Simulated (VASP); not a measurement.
All values below come from PBE GGA, VASP's PBE PAW potentials (set 64) (plane waves; VASP).

The input files of a VASP run:

POSCAR:
```
ReS
1
    3.7712230000     0.0000000000     0.0000000000
   -1.8856110000     3.2659740000     0.0000000000
    0.0000000000     0.0000000000     5.2561610000
Re S
2 2
Direct
  0.0000000000   0.0000000000   0.0000000000
  0.0000000000   0.0000000000   0.5000000000
  0.3333330000   0.6666670000   0.2500000000
  0.6666670000   0.3333330000   0.7500000000
```

File KPOINTS:
```
Regular mesh
0
Gamma
 7 7 4
0 0 0
```

### INCAR
```
SYSTEM = ReS
PREC = Accurate
ENCUT = 300
EDIFF = 1E-6
NELM = 100
ALGO = Normal
LREAL = .FALSE.
LASPH = .TRUE.
ISMEAR = -1
SIGMA = 0.1
GGA = PE
LMAXMIX = 6
LWAVE = .FALSE.
LCHARG = .FALSE.
ISIF = 2
```

POTCAR, in this order: Re S (PBE.64 set). Program: vasp_std.

What VASP printed:

File OSZICAR:
```
       N       E                     dE             d eps       ncg     rms          rms(c)
DAV:   1     0.595519457894E+02    0.59552E+02   -0.95452E+03  1620   0.130E+03
DAV:   2    -0.260116489348E+02   -0.85564E+02   -0.82488E+02  1558   0.318E+02
DAV:   3    -0.317855975449E+02   -0.57739E+01   -0.54886E+01  1466   0.816E+01
DAV:   4    -0.321011672538E+02   -0.31557E+00   -0.30915E+00  1391   0.157E+01
DAV:   5    -0.321302312003E+02   -0.29064E-01   -0.28818E-01  1392   0.381E+00    0.376E+01
DAV:   6    -0.312857993284E+02    0.84443E+00   -0.41097E+00  1599   0.371E+01    0.155E+01
DAV:   7    -0.311931567527E+02    0.92643E-01   -0.27429E-01  1479   0.457E+00    0.582E+00
DAV:   8    -0.311823609308E+02    0.10796E-01   -0.41818E-02  1504   0.350E+00    0.561E-01
DAV:   9    -0.311821203135E+02    0.24062E-03   -0.79644E-03  1438   0.807E-01    0.334E-01
DAV:  10    -0.311820208100E+02    0.99503E-04   -0.10836E-03  1544   0.480E-01    0.781E-02
DAV:  11    -0.311820209472E+02   -0.13718E-06   -0.16173E-04  1406   0.108E-01    0.224E-02
DAV:  12    -0.311820234035E+02   -0.24563E-05   -0.10816E-05  1400   0.454E-02    0.599E-03
DAV:  13    -0.311820235715E+02   -0.16798E-06   -0.63474E-07   688   0.146E-02
   1 F= -.31182024E+02 E0= -.31145583E+02  d E =-.728814E-01
```

File OUTCAR:
```
------------------------ aborting loop because EDIFF is reached ----------------------------------------
  FORCE on cell =-STRESS in cart. coord.  units (eV):
  Direction    XX          YY          ZZ          XY          YZ          ZX
  --------------------------------------------------------------------------------------
  Total       -4.1261184     -4.1261161     -5.1779074     -0.0000006     -0.0000000      0.0000000
  in kB     -102.1147965   -102.1147389   -128.1448828     -0.0000156     -0.0000000      0.0000000
  external PRESSURE =    -110.7914728 kB  Pullay stress =       0.0000000 kB
  volume of cell :       64.74
      direct lattice vectors                 reciprocal lattice vectors
     3.771223000  0.000000000  0.000000000     0.265165969  0.153093646  0.000000000
    -1.885611000  3.265974000  0.000000000     0.000000000  0.306187373  0.000000000
     0.000000000  0.000000000  5.256161000     0.000000000  0.000000000  0.190252924
 POSITION                                       TOTAL-FORCE (eV/Angst)
 -----------------------------------------------------------------------------------
      0.00000      0.00000      0.00000         0.000000     -0.000000     -0.000000
      0.00000      0.00000      2.62808         0.000000     -0.000000     -0.000000
     -0.00000      2.17732      1.31404         0.000000     -0.000000      0.000000
      1.88561      1.08866      3.94212        -0.000000      0.000000      0.000000
 -----------------------------------------------------------------------------------
    total drift:                                0.000000     -0.000000      0.000000
  FREE ENERGIE OF THE ION-ELECTRON SYSTEM (eV)
  ---------------------------------------------------
  free  energy   TOTEN  =       -31.1820235715 eV

  energy  without entropy=      -31.1091421466  energy(sigma->0) =      -31.14558286
```
(Selected blocks of OUTCAR.)

OUTCAR:
```
 val. band max:        7.9233838001   @ k =   0.4286   0.1429   0.2500

 cond. band min:       7.9541501769   @ k =   0.4286  -0.0000   0.0000


 Fermi energy:         7.9376837122

 k-point     1 :       0.0000    0.0000    0.0000
  band No.  band energies     occupation
      1      -8.3200      2.00000
      2      -5.9886      2.00000
      3      -0.2892      2.00000
      4       0.9629      2.00000
      5       0.9629      2.00000
      6       2.8429      2.00000
      7       4.6833      2.00000
      8       4.6833      2.00000
      9       4.7088      2.00000
     10       4.7088      2.00000
     11       5.7471      2.00000
     12       6.0148      2.00000
     13       6.0148      2.00000
     14       9.1916      0.00001
     15       9.1916      0.00001
     16      10.0235      0.00000
     17      10.1284      0.00000

 k-point     2 :       0.1429    0.0000    0.0000
  band No.  band energies     occupation
      1      -8.1015      2.00000
      2      -6.1190      2.00000
      3       0.0284      2.00000
      4       1.0439      2.00000
      5       1.2230      2.00000
      6       2.3047      2.00000
      7       3.5499      2.00000
      8       3.6778      2.00000
      9       4.3206      2.00000
     10       5.4744      2.00000
     11       5.9058      2.00000
     12       6.2579      2.00000
     13       7.6105      1.92688
     14       9.1571      0.00001
     15       9.2662      0.00000
     16      10.4587      0.00000
     17      10.9828      0.00000

 k-point     3 :       0.2857    0.0000    0.0000
  band No.  band energies     occupation
      1      -7.5379      2.00000
      2      -6.3842      2.00000
      3       0.6547      2.00000
      4       0.8755      2.00000
      5       1.1686      2.00000
      6       1.8235      2.00000
      7       3.1309      2.00000
      8       3.2302      2.00000
      9       3.2410      2.00000
     10       5.9317      2.00000
     11       6.7715      1.99998
...
```

At this cut-off the stress carries a Pulay error, which pulls relaxed volumes low. Unless said otherwise, spin-orbit coupling is left out, though it shifts the bands of the heavy elements here.

The structure was generated: ReS was put into an ordered model structure, which need not be its known phase. The cell was not relaxed at this level, and its volume differs by -5.9 % from the start's.
